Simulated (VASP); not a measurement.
VASP ran on this input.

**INCAR**
```
# general
SYSTEM =InSb
PREC   =Accurate
ENCUT  =520
LREAL  =F
LASPH  =T

# electronic loop
EDIFF  =1E-7
NELM   =100
ALGO   =Normal
LMAXMIX=4

# smearing
ISMEAR =1
SIGMA  =0.1

# functional
GGA    =91

# ions
ISIF   =2

# output
LWAVE  =F
LCHARG =F
```

**KPOINTS**
```
Automatic
0
Gamma
10 10 10
```

POSCAR:
```
InSb
4.7799280
  0.0000000000   0.7071067961   0.7071067961
  0.7071067961   0.0000000000   0.7071067961
  0.7071067961   0.7071067961   0.0000000000
In Sb
1 1
Cartesian
  0.0000000000   0.0000000000   0.0000000000
  0.3535533980   0.3535533980   0.3535533980
```

POTCAR, in this order: In_d Sb (PBE.64 set). Program: vasp_std.

Task: Translate this PW91 calculation to Quantum ESPRESSO's pw.x.

Result: One equivalent input (not run):
```
&CONTROL
  calculation = 'scf'
  pseudo_dir = './pseudo'
  outdir = './out'
  tprnfor = .true.
  tstress = .true.
/
&SYSTEM
  ibrav = 0
  nat = 2
  ntyp = 2
  ecutwfc = 80
  occupations = 'smearing'
  smearing = 'methfessel-paxton'
  degauss = 0.00735
  input_dft = 'pw91'
/
&ELECTRONS
  conv_thr = 7.3e-09
  electron_maxstep = 100
/
ATOMIC_SPECIES
  In 114.818 In.upf
  Sb 121.760 Sb.upf
CELL_PARAMETERS angstrom
     0.0000000    3.3799196    3.3799196
     3.3799196    0.0000000    3.3799196
     3.3799196    3.3799196    0.0000000
ATOMIC_POSITIONS crystal
  In   0.0000000  0.0000000  0.0000000
  Sb   0.2500000  0.2500000  0.2500000
K_POINTS automatic
  10 10 10 0 0 0
```
Limits of the translation: the potentials are each code's own (VASP's PAW set, PseudoDojo norm-conserving files in pw.x), so ENCUT and ecutwfc are chosen apart and not converted; conv_thr bounds pw.x's estimated SCF error, while EDIFF bounds the energy change between steps.

The compound is InSb in the zinc blende structure. This cell is one point of a volume scan, at 1.06 of the reference volume.
